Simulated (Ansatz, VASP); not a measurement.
One calculation of GaSi, two programs

The input INCAR:

```
  PREC = Accurate
  ENCUT = 600
  EDIFF = 1E-6
  ISMEAR = 0
  SIGMA = 0.1
  LREAL = F
  LASPH = T
  NELM = 60
  ALGO = Normal
  ISIF = 3
  LWAVE = F
  LCHARG = F
  GGA = PE
  IBRION = 2
  NSW = 90
  EDIFFG = -0.04
```

Contents of KPOINTS:

```
regular mesh
0
Gamma
  6 6 6
```

File POSCAR:

```
GaSi
1.0
    0.0000000000      2.6271099774      2.6271099774
    2.6271099774      0.0000000000      2.6271099774
    2.6271099774      2.6271099774      0.0000000000
Ga Si
1 1
Direct
    0.0000000000      0.0000000000      0.0000000000
    0.7500000000      0.7500000000      0.7500000000
```

Input for Ansatz:

```yaml
crystal:
  lattice:
    - [0.0, 2.6271099774, 2.6271099774]
    - [2.6271099774, 0.0, 2.6271099774]
    - [2.6271099774, 2.6271099774, 0.0]
  atoms:
    - { symbol: Ga, position: [0.0, 0.0, 0.0] }
    - { symbol: Si, position: [0.75, 0.75, 0.75] }
basis:
  ecutwfc: 420
kpoints:
  mp_grid: { grid: [6, 6, 6] }
hamiltonian:
  xc: pbe
scf:
  occupations: { method: gaussian, width: 0.1 }
  lower_state_search: "off"
output:
  forces: true
  stress: true
  eigenvalues: true
relax:
  adjacent_minimum: "off"
  f_tol: 0.04
  max_steps: 70
  cell: { stress_tol: 0.4 }
```

Alike in both runs: task relaxation of cell and atoms; functional PBE; k mesh 6 × 6 × 6; occupations gaussian, width 0.1 eV; no spin polarisation.

|  | VASP | Ansatz |
| --- | --- | --- |
| version | VASP 6.6.1 | Ansatz 0.2.0 |
| potentials or method | VASP PAW PBE potentials, release 64 (Ga_d, Si) | scalar-relativistic, plane waves, PAW |
| plane-wave cutoff (eV) | 600 | 420 |
| valence electrons in the cell | 17 | 17 |

```tsv
	VASP	Ansatz	Ansatz less VASP
gap on the k mesh at the Fermi level, each at its own relaxed structure (eV)	none	none	-
relaxed volume (Å³/atom)	22.68	22.57	-0.108
relaxed cell length with the largest relative difference (Å)	4.003	3.997	-0.0064
energy change over the relaxation (meV/atom)	-247	-247	-0.2
```

A gap of «none» marks a metal or a gap that the smearing closes.

Caveats: the volume moved by over 15 % at a fixed basis, so the end points are rough (VASP).
